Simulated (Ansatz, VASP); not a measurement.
## Cross-check of Se (Selenium) between VASP and Ansatz

One calculation is typed for both programs; each brings its own data sets and cutoff. How far apart do they land? The cell is taken from a series of VASP runs on this material, whose earlier steps may have relaxed, scaled or displaced it; both programs get it as it stands.

Calculated with Ansatz 0.2.0; plane waves, with VASP 6.6.1 beside it; band structure at HSE06.

**1. The starting structure**

The structure is trigonal, space group P3_121 (No. 152). Conventional cell: a = 4.366 Å, b = 4.366 Å, c = 4.954 Å, α = 90.00°, β = 90.00°, γ = 120.00°. Se has 2 Se at 2.37 Å nearest.

**2. VASP: band structure, HSE06**

The same path points are solved in both programs, so levels can be compared one by one.

Lines of VASP's logs that name or quote its potential files are left out, and so is its time.

The run reads the wave functions of an earlier VASP run, which isn't shown here.

INCAR

```
SYSTEM = Se
PREC = Accurate
ENCUT = 350
EDIFF = 1E-06
NELM = 100
ISMEAR = 0
SIGMA = 0.03
LREAL = .FALSE.
ALGO = Normal
LHFCALC = .TRUE.
AEXX = 0.25
GGA = PE
HFSCREEN = 0.2
LASPH = .TRUE.
NBANDS = 15
PRECFOCK = Fast
LORBIT = 11
LWAVE = .FALSE.
LCHARG = .FALSE.
KPAR = 4
```

POSCAR

```
Se
1.0
    4.3662000000      0.0000000000      0.0000000000
   -2.1831000000      3.7812401180      0.0000000000
    0.0000000000      0.0000000000      4.9536000000
Se
3
Direct
    0.7746000000      0.7746000000      0.0000000000
    0.0000000000      0.2254000000      0.6666666667
    0.2254000000      0.0000000000      0.3333333333
```

KPOINTS

```
Automatic mesh
0
Gamma
4 4 3
0 0 0
```

KPOINTS_OPT

```
Line mode
10
Line-mode
Reciprocal
  0.00000000   0.00000000   0.00000000 GAMMA
  0.50000000   0.00000000   0.00000000 M

  0.50000000   0.00000000   0.00000000 M
  0.33333333   0.33333333   0.00000000 K

  0.33333333   0.33333333   0.00000000 K
  0.00000000   0.00000000   0.00000000 GAMMA

  0.00000000   0.00000000   0.00000000 GAMMA
  0.00000000   0.00000000   0.50000000 A

  0.00000000   0.00000000   0.50000000 A
  0.50000000   0.00000000   0.50000000 L

  0.50000000   0.00000000   0.50000000 L
  0.33333333   0.33333333   0.50000000 H

  0.33333333   0.33333333   0.50000000 H
  0.00000000   0.00000000   0.50000000 A

  0.50000000   0.00000000   0.50000000 L
  0.50000000   0.00000000   0.00000000 M

  0.33333333   0.33333333   0.00000000 K
  0.33333333   0.33333333   0.50000000 H
```

Potentials, in the order of the species: Se (PBE family, release 64).

Launch:

```sh
mpirun -np 4 vasp_std
```

Numbers of over 12 decimals in the logs are rounded to 6 here.

The program printed:

```text
[banner, memory and clock lines left out]
running    4 mpi-ranks, on    1 nodes
 distrk:  each k-point on    1 cores,    4 groups
 distr:  one band on    1 cores,    1 groups

 POSCAR found type information on POSCAR Se
 POSCAR found :  1 types and       3 ions
 LDA part: xc-table for (Slater+PW92), standard interpolation
 found WAVECAR, reading the header
 POSCAR, INCAR and KPOINTS ok, starting setup
 FFT: planning ... GRIDC
 FFT: planning ... GRID_SOFT
 FFT: planning ... GRID
 reading WAVECAR
 the WAVECAR file was read successfully
 initial charge from wavefunction
 entering main loop
       N       E                     dE             d eps       ncg     rms          rms(c)
DAV:   1    -0.132749431254E+02   -0.13275E+02   -0.11607E+00   270   0.727E+00    0.229E+00
DAV:   2    -0.132941590193E+02   -0.19216E-01   -0.44901E-02   368   0.119E+00    0.153E+00
DAV:   3    -0.132914422681E+02    0.27168E-02   -0.29161E-03   375   0.329E-01    0.885E-01
DAV:   4    -0.132903885730E+02    0.10537E-02   -0.83392E-04   368   0.194E-01    0.475E-01
DAV:   5    -0.132900821305E+02    0.30644E-03   -0.22837E-04   368   0.105E-01    0.261E-01
DAV:   6    -0.132899984466E+02    0.83684E-04   -0.67309E-05   354   0.573E-02    0.144E-01
DAV:   7    -0.132899794788E+02    0.18968E-04   -0.23379E-05   361   0.342E-02    0.794E-02
DAV:   8    -0.132899780102E+02    0.14686E-05   -0.84642E-06   361   0.209E-02    0.438E-02
DAV:   9    -0.132899799308E+02   -0.19205E-05   -0.31325E-06   382   0.129E-02    0.242E-02
DAV:  10    -0.132899818211E+02   -0.18903E-05   -0.11561E-06   289   0.808E-03    0.137E-02
DAV:  11    -0.132899830777E+02   -0.12566E-05   -0.57838E-07   282   0.597E-03    0.774E-03
DAV:  12    -0.132899838198E+02   -0.74210E-06   -0.22511E-07   240   0.373E-03
   1 F= -.13289984E+02 E0= -.13289984E+02  d E =-.211182E-16
 Start KPOINTS_OPT (optional k-point list driver)
k-point batch [1-9\90]
       N       E                     dE             ncg
DAV:   1     0.648920623927E+02   -0.15016E+04      270
DAV:   2    -0.674569504018E+03   -0.73946E+03      341
DAV:   3    -0.759215214868E+03   -0.84646E+02      305
DAV:   4    -0.761092221725E+03   -0.18770E+01      333
DAV:   5    -0.761108047678E+03   -0.15826E-01      333
DAV:   6    -0.761108208459E+03   -0.16078E-03      326
DAV:   7    -0.761108210221E+03   -0.17614E-05      280
DAV:   8    -0.761108210269E+03   -0.48084E-07      247
[...]
k-point batch [82-90\90]
       N       E                     dE             ncg
DAV:   1    -0.217860644091E+02   -0.42741E+04      270
DAV:   2    -0.714036514015E+03   -0.69225E+03      354
DAV:   3    -0.783464589078E+03   -0.69428E+02      298
DAV:   4    -0.784500624492E+03   -0.10360E+01      340
DAV:   5    -0.784509114369E+03   -0.84899E-02      347
DAV:   6    -0.784509187333E+03   -0.72965E-04      333
DAV:   7    -0.784509188191E+03   -0.85786E-06      269
```

OUTCAR, selected parts (step 2):

```text
ion  position               nearest neighbor table
   1  0.775  0.775  0.000-   2 2.37   3 2.37
   2  0.000  0.225  0.667-   1 2.37   3 2.37
   3  0.225  0.000  0.333-   1 2.37   2 2.37

  LATTYP: Found a hexagonal cell.
 ALAT       =     4.3662000000
 C/A-ratio  =     1.1345334616

 Subroutine GETGRP returns: Found  6 space group operations
 (whereof  2 operations were pure point group operations)

The static configuration has the point symmetry C_2 .
 The point group associated with its full space group is D_3 .

 Found      9 irreducible k-points:

   k-points           NKPTS =      9   k-points in BZ     NKDIM =     48   number of bands    NBANDS=     15

   dimension x,y,z NGX =    28 NGY =   28 NGZ =   30
   dimension x,y,z NGXF=    56 NGYF=   56 NGZF=   60

   ENCUT  =  350.0 eV  25.72 Ry    5.07 a.u.   6.66  6.66  7.56*2*pi/ulx,y,z

   NELECT =      18.0000    total number of electrons

 k-points in reciprocal lattice and weights: Automatic mesh
   0.00000000  0.00000000  0.00000000       0.021
   0.25000000  0.00000000  0.00000000       0.125
   0.50000000  0.00000000  0.00000000       0.062
   0.25000000  0.25000000  0.00000000       0.125
   0.00000000  0.00000000  0.33333333       0.042
   0.25000000  0.00000000  0.33333333       0.125
   0.00000000  0.25000000  0.33333333       0.125
   0.50000000  0.00000000  0.33333333       0.125
   0.25000000  0.25000000  0.33333333       0.250

  exchange ACFDT corr.  =         0.00000000  see jH, gK, PRB 81, 115126

 average (electrostatic) potential at core
       1 -52.6137       2 -52.6137       3 -52.6137

 E-fermi :   1.9680

 k-point     1 :       0.0000    0.0000    0.0000
  band No.  band energies     occupation
    ...
      5      -1.9094      2.00000
      6      -1.8824      2.00000
      7      -0.2104      2.00000
      8      -0.2104      2.00000
      9       1.5605      2.00000
     10       4.9200      0.00000
     11       4.9200      0.00000
     12       5.2040      0.00000
     13       9.2438      0.00000
     14       9.5178      0.00000
    ...

 k-point     2 :       0.2500    0.0000    0.0000
  band No.  band energies     occupation
    ...
      5      -2.5101      2.00000
      6      -1.7454      2.00000
      7      -0.1507      2.00000
      8       0.3292      2.00000
      9       1.1722      2.00000
     10       4.8754      0.00000
     11       5.0061      0.00000
     12       5.8468      0.00000
     13       8.9870      0.00000
     14       9.3281      0.00000
    ...

 k-point     3 :       0.5000    0.0000    0.0000
  band No.  band energies     occupation
    ...
      5      -2.8941      2.00000
      6      -1.6309      2.00000
      7      -1.0059      2.00000
      8       0.2018      2.00000
      9       0.9712      2.00000
     10       4.9042      0.00000
     11       5.3382      0.00000
     12       7.2534      0.00000
     13       8.2655      0.00000
     14      10.8127      0.00000
    ...

  energy-cutoff  :      350.00
  volume of cell :       81.78
      direct lattice vectors                 reciprocal lattice vectors
     4.366200000  0.000000000  0.000000000     0.229032110  0.132231751  0.000000000
    -2.183100000  3.781240118  0.000000000     0.000000000  0.264463501  0.000000000
     0.000000000  0.000000000  4.953600000     0.000000000  0.000000000  0.201873385

 POSITION                                       TOTAL-FORCE (eV/Angst)
 -----------------------------------------------------------------------------------
      1.69103      2.92895      0.00000         0.105276      0.182344      0.000000
     -0.49207      0.85229      3.30240         0.105276     -0.182344      0.000000
      0.98414      0.00000      1.65120        -0.210553     -0.000000      0.000000
 -----------------------------------------------------------------------------------
    total drift:                               -0.000000     -0.000001      0.000000

  FREE ENERGIE OF THE ION-ELECTRON SYSTEM (eV)
  ---------------------------------------------------
  free  energy   TOTEN  =       -13.2899838198 eV

  energy  without entropy=      -13.2899838198  energy(sigma->0) =      -13.28998382

 total charge
# of ion       s       p       d       tot
------------------------------------------
    1        1.524   2.210   0.059   3.793
    2        1.524   2.210   0.059   3.793
    3        1.524   2.210   0.059   3.793
--------------------------------------------------
tot          4.573   6.630   0.177  11.380

[... 3 further parts left out ...]
```

(Continued in part 2 of 2.)

[Lines on the potential files, build, host, timing and source positions are cut from VASP's logs without a mark.]

[Logs are printed without paths, hosts, clocks, repeated set-up lines and the standing remarks that a program may print on its own settings, such as how far it seeks lower states.]

[Hosts, paths, dates, database ids (printed as entryN), source tags and the programs' standing remarks are cut or masked in the printed files.]
